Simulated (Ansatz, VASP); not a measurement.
**Si106SnGe25 (amorphous Si0.8Ge0.2): VASP beside Ansatz**

One calculation is typed for both programs; each brings its own data sets. How far apart do they land? Of the first pair: The structure shown is the start of the Ansatz relaxation below; VASP solves that cell, so the two are compared at the walk's first step.

Calculated with Ansatz 0.2.0; plane waves, with VASP 6.6.1 beside it; single point at PBEsol.

### 1. The starting structure

The cell holds 132 atoms: 106 Si, 25 Ge and 1 Sn. Cell: a = 14.027 Å, b = 14.027 Å, c = 14.027 Å, α = 90.0°, β = 90.0°, γ = 90.0°. It derives from Si53Ge13 (amorphous Si0.8Ge0.2). As first built, before any earlier steps moved the atoms (in the runner's words): 132 atoms (106 Si, 26 Ge) placed at random at 2.93 g/cm^3, melted at 3500 K for 10 ps at fixed volume with the Tersoff potential (Tersoff, Phys. Rev. B 39, 5566 (1989)). Quenched from 3500 K to 500 K at 5 K/ps and fixed volume, annealed at 1000 K for 20 ps, held 5 ps. Nearest the centre at fractional (0.100, 0.252, 0.110): Sn132 at 0.00 Å, Si101 at 2.43 Å, Ge109 at 2.48 Å, Si58 at 2.49 Å, Si62 at 2.66 Å, Ge129 at 2.71 Å, Si89 at 3.36 Å, Si29 at 3.51 Å.

### 2. Ansatz: relaxation, PBEsol

Ansatz runs on its default PAW (the set named soft_2) files.

The two programs are compared at the cell with which this relaxation starts, whose forces are those of its first step.

input.yaml reads:

```yaml
crystal:
  lattice:
    - [14.0275, 0.0, 0.0]
    - [0.0, 14.0275, 0.0]
    - [0.0, 0.0, 14.0275]
  atoms:
    - { symbol: Si, position: [0.73435, 0.09473, 0.30598] }
    - { symbol: Si, position: [0.56747, 0.60893, 0.66889] }
[... 6 atom lines left out ...]
    - { symbol: Si, position: [0.80541, 0.14362, 0.98787] }
[... 3 atom lines left out ...]
    - { symbol: Si, position: [0.94208, 0.45037, 0.28022] }
    - { symbol: Si, position: [0.15742, 0.58192, 0.12665] }
[... 2 atom lines left out ...]
    - { symbol: Si, position: [0.82886, 0.19367, 0.82842] }
[... 1 atom line left out ...]
    - { symbol: Si, position: [0.45585, 0.09391, 0.03385] }
[... 9 atom lines left out ...]
    - { symbol: Si, position: [0.0836, 0.0245, 0.00668] }
    - { symbol: Si, position: [0.0444, 0.2775, 0.70422] }
    - { symbol: Si, position: [0.33117, 0.04446, 0.13525] }
[... 1 atom line left out ...]
    - { symbol: Si, position: [0.83619, 0.34495, 0.35615] }
[... 1 atom line left out ...]
    - { symbol: Si, position: [0.99796, 0.63221, 0.08846] }
[... 4 atom lines left out ...]
    - { symbol: Si, position: [0.10632, 0.86143, 0.04398] }
[... 1 atom line left out ...]
    - { symbol: Si, position: [0.03647, 0.61864, 0.92749] }
[... 1 atom line left out ...]
    - { symbol: Si, position: [0.14288, 0.29533, 0.44805] }
    - { symbol: Si, position: [0.28001, 0.23949, 0.9056] }
[... 4 atom lines left out ...]
    - { symbol: Si, position: [0.21369, 0.24433, 0.74335] }
[... 1 atom line left out ...]
    - { symbol: Si, position: [0.0629, 0.04804, 0.84472] }
[... 3 atom lines left out ...]
    - { symbol: Si, position: [0.40195, 0.1256, 0.87981] }
[... 1 atom line left out ...]
    - { symbol: Si, position: [0.97658, 0.16579, 0.20323] }
[... 3 atom lines left out ...]
    - { symbol: Si, position: [0.22035, 0.37376, 0.19139] }
[... 1 atom line left out ...]
    - { symbol: Si, position: [0.8733, 0.39113, 0.02787] }
[... 3 atom lines left out ...]
    - { symbol: Si, position: [0.17116, 0.41594, 0.76852] }
[... 2 atom lines left out ...]
    - { symbol: Si, position: [0.19501, 0.07451, 0.74733] }
    - { symbol: Si, position: [0.33009, 0.07382, 0.37489] }
[... 5 atom lines left out ...]
    - { symbol: Si, position: [0.93357, 0.06376, 0.07206] }
[... 1 atom line left out ...]
    - { symbol: Si, position: [0.35268, 0.39039, 0.95108] }
    - { symbol: Si, position: [0.83269, 0.43695, 0.87376] }
    - { symbol: Si, position: [0.99377, 0.20867, 0.84778] }
[... 5 atom lines left out ...]
    - { symbol: Si, position: [0.88382, 0.51859, 0.13901] }
    - { symbol: Si, position: [0.22005, 0.44806, 0.04095] }
[... 5 atom lines left out ...]
    - { symbol: Si, position: [0.07945, 0.14282, 0.47971] }
[... 2 atom lines left out ...]
    - { symbol: Si, position: [0.38376, 0.23588, 0.37641] }
[... 1 atom line left out ...]
    - { symbol: Si, position: [0.20908, 0.0248, 0.26705] }
    - { symbol: Si, position: [0.01719, 0.32407, 0.97589] }
[... 2 atom lines left out ...]
    - { symbol: Si, position: [0.10496, 0.45685, 0.91705] }
    - { symbol: Si, position: [0.82598, 0.22258, 0.24454] }
    - { symbol: Si, position: [0.21166, 0.52822, 0.28126] }
    - { symbol: Ge, position: [0.76653, 0.27368, 0.09036] }
    - { symbol: Ge, position: [0.37817, 0.31174, 0.22653] }
    - { symbol: Ge, position: [0.21455, 0.13869, 0.03651] }
[... 9 atom lines left out ...]
    - { symbol: Ge, position: [0.50365, 0.22323, 0.13296] }
    - { symbol: Ge, position: [0.86038, 0.9086, 0.11205] }
[... 7 atom lines left out ...]
    - { symbol: Ge, position: [0.15003, 0.02902, 0.58886] }
    - { symbol: Ge, position: [0.04824, 0.07106, 0.32534] }
    - { symbol: Ge, position: [0.0714, 0.32707, 0.28581] }
[... 1 atom line left out ...]
    - { symbol: Ge, position: [0.66632, 0.37312, 0.3614] }
kpoints:
  mp_grid: { grid: [1, 1, 1] }
hamiltonian:
  xc: pbesol
scf:
  occupations: { method: fermi_dirac, width: 0.025 }
output:
  forces: true
  eigenvalues: true
relax:
  f_tol: 0.05
  max_steps: 90
```

The run is started by

```bash
$ ansatz run input.yaml --threads 4 --pin off --max-ram 8192MiB --backend cpu --events-out ev --progress --plain --runs-dir out
```

Numbers of over 12 decimals in the logs are rounded to 6 here.

The log of the run:

```text
Engine: ansatz 0.2.0, aarch64-unknown-linux-gnu
Pseudopotentials: kind: paw
Pseudopotential: Si, paw, valence charge 4, recommended cutoff 420 eV (normal), Si.paw.azcp
Pseudopotential: Ge, paw, valence charge 14, recommended cutoff 420 eV (normal), Ge.paw.azcp
Pseudopotential: Sn, paw, valence charge 14, recommended cutoff 420 eV (normal), Sn.paw.azcp
Functional definition: PBEsol
  exchange = pbesol_x
  correlation = pbesol_c
Crystal: 132 atoms, lattice volume = 2760.202 Å³
Basis set: ecut = 420 eV, 54171 PW (Γ), exchange–correlation on 192×192×192 points (8 copies of the dense FFT grid, shifted against one another)
Bands: 526, of which v1, the nominal top of the filled ones, is band 394 counted from 1 (393 counted from 0)
Symmetry: 1 space group operations
Space group: P1 (ITA 1), of the structure as read, at distance tolerance 1.4e-4 Å
k-points: 1
Non-local potential: Si, projectors of the file, l = 0: 2, l = 1: 2, l = 2: 2
Non-local potential: Ge, projectors of the file, l = 0: 2, l = 1: 2, l = 2: 3, l = 3: 1
Non-local potential: Sn, projectors of the file, l = 0: 2, l = 1: 2, l = 2: 2, l = 3: 2
PAW form: soft (Blöchl's): semilocal exchange-correlation on the pseudo side does not see the compensation charge
PAW frozen core: Si, regenerated for the run's functional, and the local potential with it (the file was generated under x = pbe(κ = 0.804, μ = 0.219515), c = pbe(β = 0.066725))
PAW frozen core: Ge, regenerated for the run's functional, and the local potential with it (the file was generated under x = pbe(κ = 0.804, μ = 0.219515), c = pbe(β = 0.066725))
PAW frozen core: Sn, regenerated for the run's functional, and the local potential with it (the file was generated under x = pbe(κ = 0.804, μ = 0.219515), c = pbe(β = 0.066725))
PAW one-centre angular grid: Si, 110 points (default); XC on 64 Gauss nodes
PAW one-centre angular grid: Ge, 590 points (default); XC on 64 Gauss nodes
PAW one-centre angular grid: Sn, 590 points (default); XC on 64 Gauss nodes
Initial density: superposition of atomic densities (neutral atoms: chi_scale 0, normalization atom), corrected by the library's trained network
Initial wavefunctions: pseudopotential atomic-orbital guess
Functional: x = pbesol(κ = 0.804, μ = 0.123457), c = pbesol(β = 0.046)
SCF iter   1: F=—  HF=-178138.300390 eV  |F-HF|=—  |Δ(HF+E_count)|=         —  Δρ=3.74e-3  dr2=1.40e0  ethr=1.77e-3  ⟨swp⟩=6.0  Hψ=2199  notcnv=0  defer=48
preconditioner: auto → Resta (q_TF=auto, 2.214 Å⁻¹)  ε∞=5.6  [insulator: Δε(μ)=0.229 eV  Ē_g=7.602 eV  σ=0.025 eV  W_gap=0.98  n_scr=484 (ndim 8)  ℏωp=16.2 eV  f_vac=0.007  D(μ)=1.95/eV (n_scr^D=0)  ε∞_Penn≈5.6]
SCF iter   2: F=—  HF=-178138.104436 eV  |F-HF|=—  |Δ(HF+E_count)|=   1.96e-1  Δρ=2.00e-3  dr2=2.53e-1  ethr=1.78e-4  ⟨swp⟩=2.0  Hψ=609  notcnv=0  defer=97
SCF iter   3: F=—  HF=-178138.055652 eV  |F-HF|=—  |Δ(HF+E_count)|=   4.88e-2  Δρ=4.67e-4  dr2=1.18e-2  ethr=3.21e-5  ⟨swp⟩=2.0  Hψ=708  notcnv=0  defer=112
SCF iter   4: F=—  HF=-178138.055583 eV  |F-HF|=—  |Δ(HF+E_count)|=   6.89e-5  Δρ=1.62e-4  dr2=1.26e-3  ethr=1.50e-6  ⟨swp⟩=2.0  Hψ=920  notcnv=0  defer=112
SCF iter   5: F=—  HF=-178138.055574 eV  |F-HF|=—  |Δ(HF+E_count)|=   8.55e-6  Δρ=7.28e-5  dr2=1.82e-4  ethr=1.59e-7  ⟨swp⟩=2.0  Hψ=808  notcnv=0  defer=112
SCF iter   6: F=-178138.055586 eV  HF=-178138.055571 eV  |F-HF|=1.52e-5  |Δ(HF+E_count)|=   3.01e-6  Δρ=2.79e-5  dr2=3.29e-5  ethr=7.93e-9  ⟨swp⟩=11.0  Hψ=3027  notcnv=0
SCF 1 converged in 6 iterations: F = -178138.055586 eV  dr2 = 3.29e-5
  greatest PAW one-centre occupation: 0.998 electrons in one spin orbital (limit 2), on the Ge atom at site 129 (counted from 0), in its partial waves of l = 2
relax step   1: F+E_penalty+E_count = -178138.05558624 eV  Δ(F+E_penalty+E_count) = +0.000e0 eV  max|allowed force component| = 1.250e0 eV/Å  Δτ_max = 0.0000 Å  (6 SCF iters, dr2 threshold 6.25e-5 eV, accepted)
Initial density: handed on by an earlier stage of this run
Initial wavefunctions: those handed on with the density
iter 1 solved again at ethr=2.83e-5 eV; its pass at ethr=3.10e-3 eV (dr2=2.23e-1 eV) is discarded
SCF iter   1: F=—  HF=-178138.439827 eV  |F-HF|=—  |Δ(HF+E_count)|=         —  Δρ=2.47e-3  dr2=2.04e-1  ethr=2.83e-5  ⟨swp⟩=2.0  Hψ=1668  notcnv=0  defer=112
preconditioner: auto → Resta (q_TF=auto, 2.214 Å⁻¹)  ε∞=5.6  [insulator: Δε(μ)=0.172 eV  Ē_g=7.610 eV  σ=0.025 eV  W_gap=0.94  n_scr=484 (ndim 8)  ℏωp=16.2 eV  f_vac=0.007  D(μ)=5.40/eV (n_scr^D=6)  ε∞_Penn≈5.6]
SCF iter   2: F=—  HF=-178138.417109 eV  |F-HF|=—  |Δ(HF+E_count)|=   2.27e-2  Δρ=1.31e-3  dr2=3.52e-2  ethr=2.59e-5  ⟨swp⟩=2.0  Hψ=497  notcnv=0  defer=112
SCF iter   3: F=—  HF=-178138.413450 eV  |F-HF|=—  |Δ(HF+E_count)|=   3.66e-3  Δρ=2.57e-4  dr2=1.94e-3  ethr=4.47e-6  ⟨swp⟩=2.0  Hψ=582  notcnv=0  defer=112
[...]
- { symbol: Si, position: [0.643014, 0.037667, 0.801531] }
    - { symbol: Si, position: [0.367200, 0.865375, 0.888114] }
    - { symbol: Si, position: [0.082550, 0.023160, 0.00588324] }
    - { symbol: Si, position: [0.044631, 0.278456, 0.701296] }
    - { symbol: Si, position: [0.333562, 0.041900, 0.135164] }
    - { symbol: Si, position: [0.802036, 0.406537, 0.622327] }
    - { symbol: Si, position: [0.835759, 0.345449, 0.356488] }
    - { symbol: Si, position: [0.327702, 0.467107, 0.801289] }
    - { symbol: Si, position: [0.997773, 0.632457, 0.088291] }
    - { symbol: Si, position: [0.791856, 0.941439, 0.267320] }
    - { symbol: Si, position: [0.525644, 0.567375, 0.956421] }
    - { symbol: Si, position: [0.441865, 0.387808, 0.708544] }
    - { symbol: Si, position: [0.525384, 0.466244, 0.590156] }
    - { symbol: Si, position: [0.105679, 0.860600, 0.043595] }
    - { symbol: Si, position: [0.430810, 0.650009, 0.071564] }
    - { symbol: Si, position: [0.036150, 0.619693, 0.927117] }
    - { symbol: Si, position: [0.940495, 0.418355, 0.740042] }
    - { symbol: Si, position: [0.142646, 0.295512, 0.450562] }
    - { symbol: Si, position: [0.281627, 0.238566, 0.903225] }
    - { symbol: Si, position: [0.520748, 0.798935, 0.854444] }
    - { symbol: Si, position: [0.674783, 0.631263, 0.00682291] }
    - { symbol: Si, position: [0.664192, 0.845082, 0.326692] }
    - { symbol: Si, position: [0.686444, 0.030560, 0.963475] }
    - { symbol: Si, position: [0.213275, 0.244424, 0.742169] }
[...]
- { symbol: Si, position: [0.726870, 0.583265, 0.171040] }
    - { symbol: Si, position: [0.208454, 0.025173, 0.265842] }
    - { symbol: Si, position: [0.012251, 0.328795, 0.966602] }
    - { symbol: Si, position: [0.435780, 0.709639, 0.329052] }
    - { symbol: Si, position: [0.037058, 0.805007, 0.299517] }
    - { symbol: Si, position: [0.106487, 0.459592, 0.916629] }
    - { symbol: Si, position: [0.823186, 0.222827, 0.245724] }
    - { symbol: Si, position: [0.212735, 0.531826, 0.284076] }
    - { symbol: Ge, position: [0.766430, 0.273254, 0.090263] }
    - { symbol: Ge, position: [0.380564, 0.312629, 0.227178] }
    - { symbol: Ge, position: [0.220641, 0.129624, 0.029479] }
    - { symbol: Ge, position: [0.940169, 0.933593, 0.361425] }
    - { symbol: Ge, position: [0.054094, 0.882463, 0.622336] }
    - { symbol: Ge, position: [0.554672, 0.233462, 0.372717] }
    - { symbol: Ge, position: [0.294712, 0.980951, 0.510878] }
    - { symbol: Ge, position: [0.117384, 0.516389, 0.637434] }
    - { symbol: Ge, position: [0.534298, 0.168222, 0.783055] }
    - { symbol: Ge, position: [0.586244, 0.997276, 0.099452] }
    - { symbol: Ge, position: [0.257417, 0.734369, 0.875274] }
    - { symbol: Ge, position: [0.652601, 0.363099, 0.543135] }
    - { symbol: Ge, position: [0.504164, 0.222928, 0.132690] }
    - { symbol: Ge, position: [0.860146, 0.908712, 0.112106] }
    - { symbol: Ge, position: [0.778485, 0.598923, 0.870112] }
    - { symbol: Ge, position: [0.518545, 0.724117, 0.553217] }
    - { symbol: Ge, position: [0.719104, 0.677798, 0.329627] }
    - { symbol: Ge, position: [0.376407, 0.591197, 0.222369] }
    - { symbol: Sn, position: [0.104422, 0.253074, 0.106955] }
    - { symbol: Ge, position: [0.602986, 0.191665, 0.532372] }
    - { symbol: Ge, position: [0.303175, 0.342933, 0.482977] }
    - { symbol: Ge, position: [0.149840, 0.029058, 0.589500] }
    - { symbol: Ge, position: [0.048116, 0.069598, 0.327371] }
    - { symbol: Ge, position: [0.073642, 0.330445, 0.289364] }
    - { symbol: Ge, position: [0.055466, 0.535343, 0.374898] }
    - { symbol: Ge, position: [0.666073, 0.373319, 0.361852] }
```

### 3. VASP: single point, PBEsol, start cell, pair 1

The same cell, functional, mesh and smearing now go to VASP, with its own data sets.

Lines of VASP's logs that name or quote its potential files are left out, and so is its time.

INCAR reads:

```
SYSTEM = Si106SnGe25
PREC = Accurate
ENCUT = 410
EDIFF = 1E-06
NELM = 120
ISMEAR = -1
SIGMA = 0.025
LREAL = Auto
ALGO = Normal
GGA = PS
NBANDS = 486
LORBIT = 11
LWAVE = .FALSE.
LCHARG = .FALSE.
ISIF = 2
LASPH = .TRUE.
GGA_COMPAT = .FALSE.
EFERMI = MIDGAP
```

POSCAR reads:

```
Si106SnGe25
1.0
   14.0275000000      0.0000000000      0.0000000000
    0.0000000000     14.0275000000      0.0000000000
    0.0000000000      0.0000000000     14.0275000000
Si Ge Sn
106 25 1
Direct
    0.7343503832      0.0947282124      0.3059775441
    0.5674710390      0.6089324541      0.6688932454
[... 6 atom lines left out ...]
    0.8054108002      0.1436178934      0.9878666904
[... 3 atom lines left out ...]
    0.9420780610      0.4503724826      0.2802209945
    0.1574193548      0.5819212262      0.1266512208
[... 2 atom lines left out ...]
    0.8288576011      0.1936695776      0.8284227410
[... 1 atom line left out ...]
    0.4558474425      0.0939083942      0.0338477990
[... 9 atom lines left out ...]
    0.0836000713      0.0245018713      0.0066797362
    0.0443985029      0.2774977722      0.7042167172
    0.3311709143      0.0444626626      0.1352486188
[... 1 atom line left out ...]
    0.8361931919      0.3449509891      0.3561504188
[... 1 atom line left out ...]
    0.9979611477      0.6322081625      0.0884619497
[... 4 atom lines left out ...]
    0.1063197291      0.8614293352      0.0439779006
[... 1 atom line left out ...]
    0.0364712173      0.6186419533      0.9274924256
[... 1 atom line left out ...]
    0.1428764926      0.2953270362      0.4480484762
    0.2800071289      0.2394867225      0.9055997148
[... 4 atom lines left out ...]
    0.2136873998      0.2443272144      0.7433469970
[... 1 atom line left out ...]
    0.0628978792      0.0480413474      0.8447193014
[... 3 atom lines left out ...]
    0.4019533060      0.1256032793      0.8798075209
[... 1 atom line left out ...]
    0.9765817145      0.1657886295      0.2032293709
[... 3 atom lines left out ...]
    0.2203528783      0.3737586883      0.1913883443
[... 1 atom line left out ...]
    0.8732988772      0.3911317056      0.0278666904
[... 3 atom lines left out ...]
    0.1711566566      0.4159401176      0.7685189806
[... 2 atom lines left out ...]
    0.1950098022      0.0745107824      0.7473320264
    0.3300873285      0.0738192836      0.3748921761
[... 5 atom lines left out ...]
    0.9335733381      0.0637604705      0.0720584566
[... 1 atom line left out ...]
    0.3526786669      0.3903903048      0.9510818036
    0.8326929246      0.4369488505      0.8737622527
    0.9937693816      0.2086686865      0.8477775798
[... 5 atom lines left out ...]
    0.8838210658      0.5185884869      0.1390126537
    0.2200534664      0.4480627339      0.0409481376
[... 5 atom lines left out ...]
    0.0794510782      0.1428194618      0.4797077170
[... 2 atom lines left out ...]
    0.3837604705      0.2358795224      0.3764106220
[... 1 atom line left out ...]
    0.2090821600      0.0248012832      0.2670468722
    0.0171876671      0.3240705757      0.9758902156
[... 2 atom lines left out ...]
    0.1049581180      0.4568526109      0.9170486544
    0.8259775441      0.2225770807      0.2445410800
    0.2116628052      0.5282195687      0.2812618072
    0.7665300303      0.2736767065      0.0903582249
    0.3781714489      0.3117376582      0.2265264659
    0.2145499911      0.1386918553      0.0365068615
[... 9 atom lines left out ...]
    0.5036535377      0.2232329353      0.1329602566
    0.8603813937      0.9086009624      0.1120513277
[... 7 atom lines left out ...]
    0.0482409553      0.0710604170      0.3253395117
    0.0714026020      0.3270718232      0.2858100160
    0.0559401176      0.5353270362      0.3738513634
[... 1 atom line left out ...]
    0.1004099091      0.2519978613      0.1099198004
```

KPOINTS reads:

```
Automatic mesh
0
Gamma
1 1 1
0 0 0
```

PAW data sets: Si, Ge_d and Sn_d (PBE family, release 64).

The run is started by

```bash
$ export OMP_NUM_THREADS=3
$ mpirun -np 1 vasp_gam
```

The log of the run:

```text
[banner, memory and clock lines left out]
running    1 mpi-ranks, on    1 nodes
[...]
Offloading initialized ...    1 GPUs detected
[...]
|                                                                             |
|               ----> ADVICE to this user running VASP <----                  |
|                                                                             |
|     You enforced a specific xc type in the INCAR file but a different       |
|     [... a line on the potential file left out ...]
|     I HOPE YOU KNOW WHAT YOU ARE DOING!                                     |
|                                                                             |

 LDA part: xc-table for (Slater+PW92), standard interpolation
 POSCAR, INCAR and KPOINTS ok, starting setup
[...]
entering main loop
       N       E                     dE             d eps       ncg     rms          rms(c)
DAV:   1     0.130250828075E+05    0.13025E+05   -0.24135E+05  1036   0.245E+03
DAV:   2     0.215966955838E+04   -0.10865E+05   -0.10519E+05   972   0.665E+02
DAV:   3    -0.358066598651E+03   -0.25177E+04   -0.23530E+04  1146   0.221E+02
DAV:   4    -0.705652178393E+03   -0.34759E+03   -0.33226E+03  1224   0.834E+01
[...]
DAV:  17    -0.709600113202E+03   -0.36268E-05   -0.51452E-06  1072   0.117E-02    0.293E-03
DAV:  18    -0.709600114452E+03   -0.12500E-05   -0.20184E-06   816   0.378E-03    0.175E-03
DAV:  19    -0.709600114986E+03   -0.53469E-06   -0.80452E-07   752   0.332E-03
   1 F= -.70960011E+03 E0= -.70959231E+03  d E =-.156066E-01
```

Parts of OUTCAR (step 3):

```text
  FREE ENERGIE OF THE ION-ELECTRON SYSTEM (eV)
  ---------------------------------------------------
  free  energy   TOTEN  =      -709.6001149863 eV

  energy  without entropy=     -709.5845083901  energy(sigma->0) =     -709.59231169
```

The run ends at a pressure of -1.21 GPa, with forces up to 1.6 eV/Å.

### 4. Comparison

Known differences besides the potentials themselves: the cutoff is 420 eV in Ansatz and 410 eV in VASP (PREC = Accurate, projectors in real space); Ansatz makes its cores anew for this functional, VASP keeps those of its PBE data sets. Total energies have different zeros and are not compared.

Forces on 9 of the 132 atoms, those with the largest forces and the largest differences (eV/Å; atoms numbered as in POSCAR):

```
 atom         Ansatz x, y, z           VASP x, y, z
 Si58  -0.941, -0.662, 0.726  -0.927, -0.662, 0.730
 Si62    0.500, 0.509, 0.387    0.500, 0.501, 0.392
 Si63  -0.003, 0.004, -0.001   0.009, -0.005, 0.005
 Si89   0.052, 0.104, -0.047   0.055, 0.104, -0.050
 Si95  -0.006, 0.000, -0.003  0.001, -0.013, -0.007
Si101  -0.766, 0.629, -1.250  -0.756, 0.620, -1.240
Ge109  0.920, -0.908, -0.537  0.919, -0.908, -0.534
Ge129   -0.092, 0.275, 0.629   -0.092, 0.277, 0.632
Sn132    0.416, 0.207, 0.276    0.413, 0.206, 0.269
```

The forces differ by 5.1 meV/Å r.m.s., which is 3.6 % of the r.m.s. force of 0.140 eV/Å (both taken over all components).

[end of part 1 of 2]

[Lines on the potential files, build, host, timing and source positions are cut from VASP's logs without a mark.]

[Logs are printed without paths, hosts, clocks, repeated set-up lines and the standing remarks that a program may print on its own settings, such as how far it seeks lower states.]

[Hosts, paths, dates, database ids (printed as entryN), source tags and the programs' standing remarks are cut or masked in the printed files.]
